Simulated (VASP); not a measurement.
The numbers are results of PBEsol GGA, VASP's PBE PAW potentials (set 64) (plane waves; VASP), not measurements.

Input for VASP

KPOINTS:
```
Automatic mesh
0
Gamma
9 9 2
0 0 0
```

INCAR:
```
SYSTEM  =  WSe2
PREC  =  Accurate; ENCUT  =  520; LREAL  =  .FALSE.
LASPH  =  .TRUE.
EDIFF  =  1E-7; NELM  =  100; ALGO  =  Normal
LMAXMIX  =  6
ISMEAR  =  -5
GGA  =  PS
ISIF  =  2
LWAVE  =  .FALSE.; LCHARG  =  .TRUE.; LORBIT  =  11
NEDOS  =  601
LEFG  =  .TRUE.
```

**POSCAR**
```
WSe2
1
    1.6373286803    -2.8359361401    -0.0000000000
    1.6373286803     2.8359361401     0.0000000000
    0.0000000000     0.0000000000    13.1968612982
W Se
2 4
Direct
  0.3333330000   0.6666670000   0.2500000000
  0.6666670000   0.3333330000   0.7500000000
  0.3333330000   0.6666670000   0.8770458612
  0.6666670000   0.3333330000   0.3770458612
  0.6666670000   0.3333330000   0.1229541388
  0.3333330000   0.6666670000   0.6229541388
```

POTCAR, in this order: W_sv Se (PBE.64 set). Program: vasp_std.

Output

### OUTCAR
```
 ion  position               nearest neighbor table
   1  0.333  0.667  0.250-   4 2.53   5 2.53   4 2.53   5 2.53   4 2.53   5 2.53
   2  0.667  0.333  0.750-   3 2.53   6 2.53   3 2.53   6 2.53   3 2.53   6 2.53
   3  0.333  0.667  0.877-   2 2.53   2 2.53   2 2.53
   4  0.667  0.333  0.377-   1 2.53   1 2.53   1 2.53
   5  0.667  0.333  0.123-   1 2.53   1 2.53   1 2.53
   6  0.333  0.667  0.623-   2 2.53   2 2.53   2 2.53
  LATTYP: Found a hexagonal cell.
 ALAT       =     3.2746570810
 C/A-ratio  =     4.0299979423
 Subroutine PRICEL returns:
 Original cell was already a primitive cell.
 Subroutine GETGRP returns: Found 24 space group operations
The static configuration has the point symmetry D_3d.
 The point group associated with its full space group is D_6h.
The dynamic configuration has the point symmetry D_3d.
 Subroutine INISYM returns: Found 24 space group operations
 Subroutine IBZKPT returns following result:
 Found     24 irreducible k-points:

 Following reciprocal coordinates:
            Coordinates               Weight
  0.000000  0.000000  0.000000      1.000000
  0.111111  0.000000  0.000000      6.000000
  0.222222  0.000000  0.000000      6.000000
...
```

File OSZICAR:
```
       N       E                     dE             d eps       ncg     rms          rms(c)
DAV:   1     0.501405440363E+03    0.50141E+03   -0.28408E+04  1680   0.163E+03
DAV:   2    -0.161758145675E+02   -0.51758E+03   -0.50682E+03  1801   0.426E+02
DAV:   3    -0.477140329033E+02   -0.31538E+02   -0.31180E+02  1825   0.949E+01
DAV:   4    -0.485020495355E+02   -0.78802E+00   -0.78527E+00  1823   0.151E+01
DAV:   5    -0.485184787987E+02   -0.16429E-01   -0.16420E-01  1852   0.214E+00    0.312E+01
DAV:   6    -0.469573839016E+02    0.15611E+01   -0.96311E+00  1711   0.175E+01    0.113E+01
DAV:   7    -0.467137354511E+02    0.24365E+00   -0.42916E+00  1716   0.844E+00    0.554E+00
DAV:   8    -0.465517232294E+02    0.16201E+00   -0.70429E-01  1947   0.464E+00    0.115E+00
DAV:   9    -0.465522655273E+02   -0.54230E-03   -0.54615E-02  1891   0.118E+00    0.743E-01
DAV:  10    -0.465509560420E+02    0.13095E-02   -0.17093E-02  1907   0.855E-01    0.213E-01
DAV:  11    -0.465508126708E+02    0.14337E-03   -0.24189E-03  1856   0.305E-01    0.150E-01
DAV:  12    -0.465507950396E+02    0.17631E-04   -0.84980E-05  1839   0.524E-02    0.886E-02
DAV:  13    -0.465507893601E+02    0.56795E-05   -0.92981E-05  1927   0.547E-02    0.570E-03
DAV:  14    -0.465507898501E+02   -0.49005E-06   -0.28709E-06  1783   0.108E-02    0.432E-03
DAV:  15    -0.465507899876E+02   -0.13747E-06   -0.15964E-07  1366   0.232E-03    0.207E-03
DAV:  16    -0.465507900214E+02   -0.33821E-07   -0.62938E-08  1171   0.147E-03
   1 F= -.46550790E+02 E0= -.46550790E+02  d E =0.000000E+00
```

File OUTCAR:
```
------------------------ aborting loop because EDIFF is reached ----------------------------------------
  FORCE on cell =-STRESS in cart. coord.  units (eV):
  Direction    XX          YY          ZZ          XY          YZ          ZX
  --------------------------------------------------------------------------------------
  Total       -0.0692659     -0.0692659     -0.0109009      0.0000000     -0.0000000     -0.0000000
  in kB       -0.9055181     -0.9055179     -0.1425077      0.0000000     -0.0000000     -0.0000000
  external PRESSURE =      -0.6511812 kB  Pullay stress =       0.0000000 kB
  volume of cell :      122.56
      direct lattice vectors                 reciprocal lattice vectors
     1.637328680 -2.835936140  0.000000000     0.305375461 -0.176308624  0.000000000
     1.637328680  2.835936140  0.000000000     0.305375461  0.176308624  0.000000000
     0.000000000  0.000000000 13.196861298     0.000000000  0.000000000  0.075775594
 POSITION                                       TOTAL-FORCE (eV/Angst)
 -----------------------------------------------------------------------------------
      1.63733      0.94531      3.29922         0.000000     -0.000000      0.000000
      1.63733     -0.94531      9.89765        -0.000000      0.000000      0.000000
      1.63733      0.94531     11.57425        -0.000000      0.000000     -0.008371
      1.63733     -0.94531      4.97582        -0.000000     -0.000000     -0.008371
      1.63733     -0.94531      1.62261        -0.000000     -0.000000      0.008371
      1.63733      0.94531      8.22104        -0.000000      0.000000      0.008371
 -----------------------------------------------------------------------------------
    total drift:                               -0.000137      0.001060     -0.000034
  FREE ENERGIE OF THE ION-ELECTRON SYSTEM (eV)
  ---------------------------------------------------
  free  energy   TOTEN  =       -46.5507900214 eV

  energy  without entropy=      -46.5507900214  energy(sigma->0) =      -46.55079002

 total charge

# of ion       s       p       d       tot
------------------------------------------
    1        2.314   6.285   3.401  12.000
    2        2.314   6.285   3.401  12.000
    3        1.476   2.345   0.072   3.893
    4        1.476   2.345   0.072   3.893
    5        1.476   2.345   0.072   3.893
    6        1.476   2.345   0.072   3.893
--------------------------------------------------
tot         10.533  21.949   7.092  39.573

 Electric field gradients after diagonalization (V/A^2)
 (convention: |V_zz| > |V_xx| > |V_yy|)
----------------------------------------------------------------------
 ion       V_xx      V_yy      V_zz     asymmetry (V_yy - V_xx)/ V_zz
----------------------------------------------------------------------
   1      74.351    74.344  -148.695       0.000
   2      74.351    74.344  -148.695       0.000
   3      37.306    37.305   -74.611       0.000
   4      37.306    37.305   -74.611       0.000
   5      37.306    37.305   -74.611       0.000
   6      37.306    37.305   -74.611       0.000
```
(Selected blocks of OUTCAR.)

Without a dispersion term in the relaxation, distances and binding between the weakly bound layers, chains or molecules are unreliable, and so is what depends on them.

The compound is WSe2 in the 2H layered structure. It was relaxed first.
